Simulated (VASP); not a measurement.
Consider the following.

```yaml
crystal:
  lattice:
    - [3.20592, 0.00000, 0.00000]
    - [0.00000, 3.20592, 0.00000]
    - [0.00000, 0.00000, 3.20592]
  atoms:
    - { symbol: Pb, position: [0.00000, 0.00000, 0.00000] }
```

Calculation: r2SCAN meta-GGA, VASP's PBE PAW potentials (set 64) (plane waves; VASP). Run with 400 eV cut-off, 13×13×13 Γ-centred mesh, tetrahedra with Blöchl corrections, potentials Pb_d.

Unless said otherwise, spin-orbit coupling is left out, though it shifts the bands of the heavy elements here.

**Question.** Tabulate the total density of states (states/eV per cell) against energy (eV; zero at the valence-band maximum or, without a gap, the Fermi level).

**Answer.** 
(E (eV), DOS (states/eV)): (-9.98, 0.33); (-9.62, 0.41); (-9.26, 0.58); (-8.90, 0.53); (-8.66, 0.51); (-8.30, 0.46); (-7.94, 0.42); (-7.58, 0.38); (-7.22, 0.35); (-6.86, 0.32); (-6.50, 0.19); (-6.14, 0.13); (-5.90, 0.11); (-5.54, 0.08); (-5.18, 0.05); (-4.82, 0.03); (-4.46, 0.02); (-4.10, 0.02); (-3.74, 0.17); (-3.38, 0.25); (-3.14, 0.30); (-2.78, 0.37); (-2.42, 0.45); (-2.06, 0.62); (-1.70, 0.70); (-1.34, 0.65); (-0.98, 0.68); (-0.62, 0.67); (-0.38, 0.64); (-0.02, 0.63); (0.34, 0.60); (0.70, 0.53); (1.06, 0.50); (1.42, 0.49); (1.78, 0.47); (2.14, 0.46); (2.38, 0.50); (2.74, 0.46); (3.10, 0.47); (3.46, 0.45)
Within 2 eV below the Fermi level the largest weight inside VASP's projection spheres is Pb p.

The structure was generated: Pb was put into the simple-cubic type (Pm-3m), which need not be its known phase. It was relaxed first.
